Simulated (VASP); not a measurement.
Crystal: MoS2.

```
CELL_PARAMETERS angstrom
3.16100 0.00000 0.00000
-1.58050 2.73751 0.00000
0.00000 0.00000 15.98350
ATOMIC_POSITIONS crystal
Mo 0.33333 0.66667 0.25000
Mo 0.66667 0.33333 0.75000
S 0.66667 0.33333 0.34791
S 0.66667 0.33333 0.15209
S 0.33333 0.66667 0.84791
S 0.33333 0.66667 0.65209
```

The cell was built by a generator and needn't be a form met in nature.

Base run:

```yaml
Program: VASP 6.6.1
Functional: vdW-DF2
Potentials_or_basis: VASP PAW PBE potentials, release 64 (Mo_sv, S)
Cutoff: 520 eV
k_mesh: 8 × 8 × 2
Occupations: fermi-dirac, width 0.05 eV
Spin: no spin polarisation
```

Its results: band gap on the k mesh 1.83 eV, indirect (least direct gap 2.03 eV); pressure 9.2 GPa; largest force 1.080 eV/Å.

**Question.** The run is repeated on the same cell with these changes: functional from vdW-DF2 to PBEsol. What comes out?

**Answer.** Band gap on the k mesh 1.88 eV, indirect (least direct gap 2.06 eV); pressure -2.0 GPa; largest force 0.255 eV/Å.

Caveats: the PAW data sets were made with another functional, which shifts forces and pressure a little; this functional lacks dispersion, which binds the layers, so the pressure and a relaxed spacing across them are unreliable (some runs).

A k mesh can miss the band edges.

Not every run made on this cell is shown here.
